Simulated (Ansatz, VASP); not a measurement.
**ZnCu2SnS4: VASP beside Ansatz**

One calculation is typed for both programs; each brings its own data sets and cutoff. How far apart do they land? The cell is taken from a series of VASP runs on this material, whose earlier steps may have relaxed, scaled or displaced it; both programs get it as it stands.

Method: plane waves, with VASP 6.6.1 beside it; relaxation of cell and atoms at LDA and relaxation of cell and atoms at PBEsol, in Ansatz 0.2.0.

## Step 1: Starting point

Symmetry: I-4, No. 82, tetragonal system. The conventional cell has a = 5.319 Å, b = 5.319 Å, c = 10.644 Å, α = 90.00°, β = 90.00°, γ = 90.00°. Nearest to Sn lie 4 S at 2.43 Å. Nearest to Zn lie 4 S at 2.30 Å. Nearest to Cu lie 4 S at 2.25 Å. Nearest to S lie 2 Cu at 2.25 Å and 1 Zn at 2.30 Å and 1 Sn at 2.43 Å. Farther neighbours and most contacts between anions are not listed.

As a file:

```cif
data_structure
_symmetry_space_group_name_H-M 'I-4'
_symmetry_Int_Tables_number 82
_cell_length_a 5.3195
_cell_length_b 5.3195
_cell_length_c 10.6442
_cell_angle_alpha 90.000
_cell_angle_beta 90.000
_cell_angle_gamma 90.000
_cell_volume 301.20
loop_
_atom_site_label
_atom_site_type_symbol
_atom_site_symmetry_multiplicity
_atom_site_Wyckoff_symbol
_atom_site_fract_x
_atom_site_fract_y
_atom_site_fract_z
_atom_site_occupancy
Sn1 Sn 2 b 0.50000 0.50000 0.00000 1
Zn1 Zn 2 d 0.50000 0.00000 0.25000 1
Cu1 Cu 2 c 0.00000 0.50000 0.25000 1
Cu2 Cu 2 a 0.00000 0.00000 0.00000 1
S1 S 8 g 0.26015 0.26912 0.36982 1
```

## Step 2: VASP: relaxation of cell and atoms, LDA

The relaxed volume is the usual yardstick between codes: its relative difference is about their pressure difference at one cell divided by the bulk modulus.

Lines of VASP's logs that name or quote its potential files are left out, and so is its time.

INCAR reads:

```
SYSTEM = ZnCu2SnS4
PREC = Accurate
ENCUT = 450
EDIFF = 1E-07
NELM = 100
ISMEAR = 0
SIGMA = 0.03
LREAL = .FALSE.
ALGO = Normal
GGA = CA
NBANDS = 44
LORBIT = 11
LWAVE = .FALSE.
LCHARG = .FALSE.
KPAR = 4
IBRION = 2
NSW = 50
ISIF = 3
EDIFFG = -0.002
```

POSCAR reads:

```
ZnCu2SnS4
1.0
   -2.6597339867      2.6597339871      5.3221211337
    2.6597339867     -2.6597339871      5.3221211337
    2.6597339871      2.6597339867     -5.3221211337
Sn Zn Cu S
1 1 2 4
Direct
    0.5000000000      0.5000000000      0.0000000000
    0.2500000000      0.7500000000      0.5000000000
    0.7500000000      0.2500000000      0.5000000000
    0.0000000000      0.0000000000      0.0000000000
    0.6389458120      0.6299719546      0.5292756731
    0.8903298611      0.3610541880      0.9910261426
    0.1006962815      0.1096701389      0.4707243269
    0.3700280454      0.8993037185      0.0089738574
```

KPOINTS reads:

```
Automatic mesh
0
Gamma
6 6 6
0 0 0
```

Potentials, in the order of the species: Sn_d, Zn, Cu and S (LDA family, release 64).

Launch:

```sh
$ mpirun -np 4 vasp_std
```

Numbers of over 12 decimals in the logs are rounded to 6 here.

Output:

```text
[banner, memory and clock lines left out]
running    4 mpi-ranks, on    1 nodes
 distrk:  each k-point on    1 cores,    4 groups
 distr:  one band on    1 cores,    1 groups

 POSCAR found type information on POSCAR SnZnCuS
 POSCAR found :  4 types and       8 ions
 LDA part: xc-table for (Slater(with rela. corr.)+CA(PZ))
 , standard interpolation
 POSCAR, INCAR and KPOINTS ok, starting setup
 FFT: planning ... GRIDC
 FFT: planning ... GRID_SOFT
 FFT: planning ... GRID
 WAVECAR not read
 entering main loop
       N       E                     dE             d eps       ncg     rms          rms(c)
DAV:   1     0.703506233637E+03    0.70351E+03   -0.29560E+04  3168   0.194E+03
DAV:   2     0.843638284348E+02   -0.61914E+03   -0.60160E+03  3168   0.502E+02
DAV:   3    -0.319592593908E+02   -0.11632E+03   -0.11368E+03  3952   0.211E+02
DAV:   4    -0.408756232434E+02   -0.89164E+01   -0.88115E+01  4404   0.592E+01
DAV:   5    -0.412549118885E+02   -0.37929E+00   -0.37857E+00  4692   0.130E+01    0.187E+01
DAV:   6    -0.407828255424E+02    0.47209E+00   -0.44130E+01  4780   0.114E+02    0.135E+01
DAV:   7    -0.383255684271E+02    0.24573E+01   -0.12490E+01  4232   0.931E+01    0.860E+00
DAV:   8    -0.386285553179E+02   -0.30299E+00   -0.49829E+00  4960   0.267E+01    0.427E+00
DAV:   9    -0.384531574752E+02    0.17540E+00   -0.15749E+00  4248   0.238E+01    0.691E-01
DAV:  10    -0.384526931792E+02    0.46430E-03   -0.10841E-01  4920   0.510E+00    0.276E-01
DAV:  11    -0.384532311999E+02   -0.53802E-03   -0.12047E-02  5144   0.117E+00    0.173E-01
DAV:  12    -0.384532886364E+02   -0.57437E-04   -0.22144E-03  4900   0.120E+00    0.103E-01
DAV:  13    -0.384532360840E+02    0.52552E-04   -0.54805E-04  4912   0.609E-01    0.721E-02
DAV:  14    -0.384531528512E+02    0.83233E-04   -0.37598E-04  4892   0.412E-01    0.318E-02
DAV:  15    -0.384531579665E+02   -0.51153E-05   -0.93202E-05  4416   0.597E-02    0.132E-02
DAV:  16    -0.384531584266E+02   -0.46014E-06   -0.30523E-06  4728   0.202E-02    0.999E-03
DAV:  17    -0.384531582041E+02    0.22257E-06   -0.94001E-07  4516   0.919E-03    0.508E-03
DAV:  18    -0.384531581500E+02    0.54077E-07   -0.20361E-07  2156   0.506E-03
   1 F= -.38453158E+02 E0= -.38453158E+02  d E =-.384532E+02
 curvature:   0.00 expect dE= 0.000E+00 dE for cont linesearch  0.000E+00
 trial: gam= 0.00000 g(F)=  0.245E-07 g(S)=  0.228E-04 ort = 0.000E+00 (trialstep = 0.100E+01)
 search vector abs. value=  0.228E-04
 bond charge predicted
       N       E                     dE             d eps       ncg     rms          rms(c)
DAV:   1    -0.384535238966E+02   -0.36569E-03   -0.64745E-03  3464   0.127E+00    0.147E-01
DAV:   2    -0.384533346278E+02    0.18927E-03   -0.35335E-03  3744   0.127E+00    0.791E-02
DAV:   3    -0.384531855782E+02    0.14905E-03   -0.98340E-04  4028   0.719E-01    0.417E-02
DAV:   4    -0.384531662669E+02    0.19311E-04   -0.56899E-05  4632   0.912E-02    0.173E-02
DAV:   5    -0.384531617009E+02    0.45660E-05   -0.11640E-05  5032   0.597E-02    0.872E-03
DAV:   6    -0.384531615430E+02    0.15787E-06   -0.18020E-06  4624   0.210E-02    0.579E-03
DAV:   7    -0.384531613469E+02    0.19604E-06   -0.63354E-07  2980   0.268E-02    0.199E-03
DAV:   8    -0.384531612838E+02    0.63139E-07   -0.32274E-07  2528   0.198E-02
   2 F= -.38453161E+02 E0= -.38453161E+02  d E =-.313381E-05
 trial-energy change:   -0.000003  1 .order   -0.000007   -0.000023    0.000009
 step:   0.5426(harm=  0.7104)  dis= 0.00001  next Energy=   -38.453164 (dE=-0.560E-05)
 bond charge predicted
       N       E                     dE             d eps       ncg     rms          rms(c)
DAV:   1    -0.384532402133E+02   -0.78866E-04   -0.13569E-03  3464   0.585E-01    0.673E-02
DAV:   2    -0.384532002816E+02    0.39932E-04   -0.73756E-04  3744   0.582E-01    0.361E-02
DAV:   3    -0.384531692806E+02    0.31001E-04   -0.20523E-04  4028   0.327E-01    0.192E-02
DAV:   4    -0.384531651869E+02    0.40937E-05   -0.11779E-05  4624   0.421E-02    0.786E-03
DAV:   5    -0.384531642426E+02    0.94433E-06   -0.23550E-06  4988   0.270E-02    0.396E-03
DAV:   6    -0.384531641927E+02    0.49906E-07   -0.21140E-07  2252   0.950E-03
   3 F= -.38453164E+02 E0= -.38453164E+02  d E =-.604269E-05
 curvature:  -0.24 expect dE=-0.378E-06 dE for cont linesearch -0.347E-06
 trial: gam=-0.18370 g(F)=  0.910E-07 g(S)=  0.151E-05 ort = 0.579E-05 (trialstep = 0.909E+00)
 search vector abs. value=  0.245E-06
 reached required accuracy - stopping structural energy minimisation
```

From OUTCAR (step 2):

```text
ion  position               nearest neighbor table
   1  0.500  0.500  0.000-   5 2.43   6 2.43   8 2.43   7 2.43
   2  0.250  0.750  0.500-   6 2.30   5 2.30   7 2.30   8 2.30
   3  0.750  0.250  0.500-   5 2.25   6 2.25   7 2.25   8 2.25
   4  0.000  0.000  0.000-   5 2.25   6 2.25   7 2.25   8 2.25
   5  0.639  0.630  0.529-   3 2.25   4 2.25   2 2.30   1 2.43
   6  0.890  0.361  0.991-   3 2.25   4 2.25   2 2.30   1 2.43
   7  0.101  0.110  0.471-   3 2.25   4 2.25   2 2.30   1 2.43
   8  0.370  0.899  0.009-   3 2.25   4 2.25   2 2.30   1 2.43

  LATTYP: Found a body centered tetragonal cell.
 ALAT       =     5.3194679738
 C/A-ratio  =     2.0009975283

 Subroutine GETGRP returns: Found  4 space group operations
 (whereof  4 operations were pure point group operations)

The static configuration has the point symmetry S_4 .

 Found     36 irreducible k-points:

   k-points           NKPTS =     36   k-points in BZ     NKDIM =     36   number of bands    NBANDS=     44

   dimension x,y,z NGX =    48 NGY =   48 NGZ =   48
   dimension x,y,z NGXF=    96 NGYF=   96 NGZF=   96

   ENCUT  =  450.0 eV  33.07 Ry    5.75 a.u.  11.27 11.27 11.27*2*pi/ulx,y,z

   NELECT =      72.0000    total number of electrons

 k-points in reciprocal lattice and weights: Automatic mesh
   0.00000000  0.00000000  0.00000000       0.005
   0.16666667 -0.00000000  0.00000000       0.037
   0.33333333 -0.00000000  0.00000000       0.037
   0.50000000 -0.00000000  0.00000000       0.019
   0.16666667  0.16666667  0.00000000       0.037
   0.33333333  0.16666667  0.00000000       0.037
  -0.33333333 -0.16666667  0.50000000       0.037
   0.50000000  0.16666667  0.00000000       0.037
   0.50000000 -0.16666667 -0.33333333       0.037
[...]
-0.33333333 -0.33333333  0.33333333       0.009
   0.50000000  0.50000000  0.50000000       0.005

 average (electrostatic) potential at core
       1-102.1398       2 -35.1932       3 -66.1261       4 -66.1432       5 -87.1635
       6 -87.1635       7 -87.1635       8 -87.1635

 E-fermi :   5.4613

 k-point     1 :       0.0000    0.0000    0.0000
  band No.  band energies     occupation
    ...
     32       3.3649      2.00000
     33       3.5682      2.00000
     34       5.3181      2.00000
     35       5.3181      2.00000
     36       5.3639      2.00000
     37       5.5588      0.00000
     38       7.1172      0.00000
     39       8.0607      0.00000
     40       8.9819      0.00000
     41       8.9819      0.00000
    ...

 k-point     2 :       0.1667   -0.0000    0.0000
  band No.  band energies     occupation
    ...
     32       3.5169      2.00000
     33       3.6760      2.00000
     34       4.5832      2.00000
     35       5.0453      2.00000
     36       5.2328      2.00000
     37       6.2964      0.00000
     38       7.5477      0.00000
     39       8.3398      0.00000
     40       8.7240      0.00000
     41       8.8506      0.00000
    ...

 k-point     3 :       0.3333   -0.0000    0.0000
  band No.  band energies     occupation
    ...
     32       3.6442      2.00000
     33       3.8169      2.00000
     34       4.1706      2.00000
     35       4.4602      2.00000
     36       4.9466      2.00000
     37       6.8154      0.00000
     38       8.2463      0.00000
     39       8.4925      0.00000
     40       8.6243      0.00000
     41       9.2957      0.00000
    ...

  Total       -0.0103635     -0.0103635     -0.0059964      0.0000000     -0.0000000     -0.0000000
  in kB       -0.1102924     -0.1102924     -0.0638165      0.0000001     -0.0000000     -0.0000000
  external PRESSURE =      -0.0948005 kB  Pullay stress =       0.0000000 kB

  energy-cutoff  :      450.00
  volume of cell :      150.55
      direct lattice vectors                 reciprocal lattice vectors
    -2.659410010  2.659410010  5.321569783    -0.000000000  0.188011626  0.093957238
     2.659410010 -2.659410010  5.321569783     0.188011626  0.000000000  0.093957238
     2.659410010  2.659410010 -5.321569783     0.188011626  0.188011626  0.000000000

 POSITION                                       TOTAL-FORCE (eV/Angst)
 -----------------------------------------------------------------------------------
      0.00000      0.00000      5.32157        -0.000000      0.000000     -0.000000
      2.65941      0.00000      2.66078        -0.000000      0.000000     -0.000000
     -0.00000      2.65941      2.66078        -0.000000      0.000000     -0.000000
      0.00000      0.00000      0.00000        -0.000000      0.000000     -0.000000
      1.38369      1.43143      3.93606         0.000441      0.000483     -0.000208
      1.22798      4.04310      1.38551        -0.000483      0.000441      0.000208
      1.27572      1.22798     -1.38551        -0.000441     -0.000483     -0.000208
      1.43143     -1.38369      6.70708         0.000483     -0.000441      0.000208
 -----------------------------------------------------------------------------------
    total drift:                               -0.000003     -0.000004     -0.000004

  FREE ENERGIE OF THE ION-ELECTRON SYSTEM (eV)
  ---------------------------------------------------
  free  energy   TOTEN  =       -38.4531641927 eV

  energy  without entropy=      -38.4531641886  energy(sigma->0) =      -38.45316419

 reached required accuracy - stopping structural energy minimisation

 total charge
# of ion       s       p       d       tot
------------------------------------------
    1        1.124   1.134  10.105  12.363
    2        0.558   0.531   9.802  10.891
    3        0.407   0.442   9.261  10.111
    4        0.407   0.440   9.260  10.107
    5        1.327   2.386   0.000   3.712
    6        1.327   2.386   0.000   3.712
    7        1.327   2.386   0.000   3.712
    8        1.327   2.386   0.000   3.712
--------------------------------------------------
tot          7.803  12.089  38.428  58.321

[... 3 further parts left out ...]
```

This run has no spin polarisation, so a moment on Cu, if there is one, isn't seen. The gap is read on the k-mesh alone, so it is an upper bound where the band edges lie off the mesh.

(Continued in part 2 of 2.)

[Lines on the potential files, build, host, timing and source positions are cut from VASP's logs without a mark.]

[Logs are printed without paths, hosts, clocks, repeated set-up lines and the standing remarks that a program may print on its own settings, such as how far it seeks lower states.]

[Hosts, paths, dates, database ids (printed as entryN), source tags and the programs' standing remarks are cut or masked in the printed files.]
